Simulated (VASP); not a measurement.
A convergence study with VASP on Ru (hcp): a few settings are varied, all else stays as given below, so the limit is that of these other settings.

```
CELL_PARAMETERS angstrom
      1.35500    -2.34693     0.00000
      1.35500     2.34693     0.00000
      0.00000     0.00000     4.28000
ATOMIC_POSITIONS crystal
  Ru 0.33333 0.66667 0.25000
  Ru 0.66667 0.33333 0.75000
```

These are PBE GGA, VASP's PBE PAW potentials (set 64) (plane waves; VASP) values and carry that method's errors. The last row used: 550 eV cut-off, 23×23×14 Γ-centred mesh, second-order Methfessel-Paxton smearing of 0.40 eV, potentials Ru_pv.

| setting | E (eV/atom) | pressure (GPa) | irreducible k-points |
|---|---|---|---|
| ISMEAR = -1, SIGMA = 0.01, 8×8×5 mesh | -9.2517 | 3.08 | 30 |
| ISMEAR = -1, SIGMA = 0.1, 8×8×5 mesh | -9.2517 | 3.25 | 30 |
| ISMEAR = 0, SIGMA = 0.01, 8×8×5 mesh | -9.2516 | 3.07 | 30 |
| ISMEAR = 0, SIGMA = 0.1, 8×8×5 mesh | -9.2524 | 3.09 | 30 |
| ISMEAR = 1, SIGMA = 0.01, 8×8×5 mesh | -9.2516 | 3.06 | 30 |
| ISMEAR = 1, SIGMA = 0.2, 8×8×5 mesh | -9.2527 | 3.03 | 30 |
| ISMEAR = 2, SIGMA = 0.05, 8×8×5 mesh | -9.2518 | 3.08 | 30 |
| ISMEAR = 2, SIGMA = 0.2, 8×8×5 mesh | -9.2524 | 3.07 | 30 |
| ISMEAR = -1, SIGMA = 0.01, 17×17×10 mesh | -9.2285 | 3.53 | 198 |
| ISMEAR = -1, SIGMA = 0.2, 17×17×10 mesh | -9.2298 | 4.54 | 198 |
| ISMEAR = 0, SIGMA = 0.01, 17×17×10 mesh | -9.2285 | 3.52 | 198 |
| ISMEAR = 0, SIGMA = 0.2, 17×17×10 mesh | -9.2300 | 3.67 | 198 |
| ISMEAR = 1, SIGMA = 0.01, 17×17×10 mesh | -9.2285 | 3.52 | 198 |
| ISMEAR = 1, SIGMA = 0.4, 17×17×10 mesh | -9.2314 | 3.47 | 198 |
| ISMEAR = 2, SIGMA = 0.05, 17×17×10 mesh | -9.2284 | 3.52 | 198 |
| ISMEAR = 2, SIGMA = 0.4, 17×17×10 mesh | -9.2306 | 3.54 | 198 |
| ISMEAR = -1, SIGMA = 0.05, 23×23×14 mesh | -9.2333 | 3.48 | 448 |
| ISMEAR = -1, SIGMA = 0.2, 23×23×14 mesh | -9.2304 | 4.52 | 448 |
| ISMEAR = 0, SIGMA = 0.05, 23×23×14 mesh | -9.2334 | 3.42 | 448 |
| ISMEAR = 0, SIGMA = 0.2, 23×23×14 mesh | -9.2330 | 3.58 | 448 |
| ISMEAR = 1, SIGMA = 0.05, 23×23×14 mesh | -9.2334 | 3.41 | 448 |
| ISMEAR = 1, SIGMA = 0.4, 23×23×14 mesh | (withheld) | 3.41 | 448 |
| ISMEAR = 2, SIGMA = 0.1, 23×23×14 mesh | -9.2335 | 3.41 | 448 |
| ISMEAR = 2, SIGMA = 0.4, 23×23×14 mesh | -9.2328 | 3.44 | 448 |

Problem. Fill in the missing entries.

Solution. 
- ISMEAR = 1, SIGMA = 0.4, 23×23×14 mesh, E (eV/atom): -9.2329

VASP warned of too few bands at ISMEAR = -1, SIGMA = 0.2, 17×17×10 mesh; ISMEAR = 1, SIGMA = 0.4, 17×17×10 mesh; ISMEAR = 2, SIGMA = 0.4, 17×17×10 mesh; ISMEAR = -1, SIGMA = 0.2, 23×23×14 mesh; ISMEAR = 1, SIGMA = 0.4, 23×23×14 mesh; ISMEAR = 2, SIGMA = 0.4, 23×23×14 mesh.

Left out are rungs that failed or repeat a setting and relaxations that didn't move; long series are thinned to 24 rows.

The compound is Ru in the hcp structure. The cell was not relaxed at this level.
